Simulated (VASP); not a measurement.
NGeClH4, in a box:

```
CELL_PARAMETERS angstrom
13.00000 0.00000 0.00000
0.00000 12.00000 0.00000
0.00000 0.00000 13.00000
ATOMIC_POSITIONS crystal
N 0.43311 0.59428 0.44627
Ge 0.53871 0.55160 0.52903
Cl 0.52445 0.38010 0.58144
H 0.36327 0.59522 0.48036
H 0.42803 0.55255 0.37897
H 0.53713 0.62340 0.62627
H 0.63873 0.55643 0.46720
```

Base run:

* Program: VASP 6.6.1
* Functional: B3LYP
* Dispersion: D4
* Potentials or basis: VASP PAW PBE potentials, release 64 (N_h, Ge_h, Cl_h, H_h)
* Cutoff: 900 eV
* k mesh: 1 × 1 × 1
* Occupations: gaussian, width 0.01 eV
* Spin: no spin polarisation

Its results: gap between the frontier levels 7.10 eV; largest force 0.465 eV/Å.

**Question.** The run is repeated on the same cell with these changes: functional from B3LYP to HSE06; further incar settings from ALGO = Normal; EDIFF = 1e-06; NBANDS = 24 to ALGO = Normal; EDIFF = 1e-07; NBANDS = 24. What comes out?

**Answer.** Gap between the frontier levels 6.87 eV; largest force 0.162 eV/Å.

Caveats: the PAW data sets were made with another functional, which shifts forces and pressure a little.

